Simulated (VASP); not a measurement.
An input for Ansatz (written as the equivalent of a VASP run, and not itself run):

Ansatz 0.2 input:
```yaml
crystal:
  lattice:
    - [5.0779406, -1.7963121, 0.4819280]
    - [5.0779406, 1.7963121, 0.4819280]
    - [4.1603498, 0.0000000, 3.4548456]
  atoms:
    - { symbol: As, position: [0.2123196, 0.2123196, 0.2123196] }
    - { symbol: As, position: [0.7876804, 0.7876804, 0.7876804] }
kpoints:
  mp_grid: { grid: [8, 8, 8] }
hamiltonian:
  xc: r2scan
  pseudopotentials: { kind: paw }
scf:
  occupations: { method: gaussian, width: 0.05 }
  max_iter: 100
relax:
  max_steps: 30
  f_tol: 0.001
output: { forces: true, stress: true, eigenvalues: true }
```

Q: Translate this input to VASP (INCAR, KPOINTS, POSCAR, choice of POTCAR).

A: Several could match; the one computed here: 
### INCAR
```
SYSTEM = As
PREC = Accurate
ENCUT = 400
EDIFF = 1E-8
NELM = 100
ALGO = Normal
LREAL = .FALSE.
LASPH = .TRUE.
ISMEAR = 0
SIGMA = 0.05
METAGGA = R2SCAN
LMIXTAU = .TRUE.
LMAXMIX = 4
LWAVE = .FALSE.
LCHARG = .FALSE.
IBRION = 1
ISIF = 2
NSW = 30
EDIFFG = -0.001
```

File POSCAR:
```
As
1.0
  5.0779405518  -1.7963121362   0.4819280416
  5.0779405518   1.7963121362   0.4819280416
  4.1603498158   0.0000000000   3.4548456206
As
2
Direct
  0.2123195852   0.2123195852   0.2123195852
  0.7876804148   0.7876804148   0.7876804148
```

KPOINTS:
```
Automatic mesh
0
Gamma
8 8 8
0 0 0
```

POTCAR, in this order: As (PBE.64 set). Program: vasp_std.

The two are equivalent in intent, not identical: each code has its own PAW files, so the cut-off isn't converted (ENCUT is set for VASP's; basis.ecutwfc is left out, and Ansatz then takes the one that its files recommend); Ansatz stops its SCF on the density residual and VASP on the energy change (EDIFF).

The compound is As in the a7 structure. This run relaxes the ions in a fixed cell. Symmetry was kept, so distortions that lower it aren't found. The start is the result of an earlier pass.
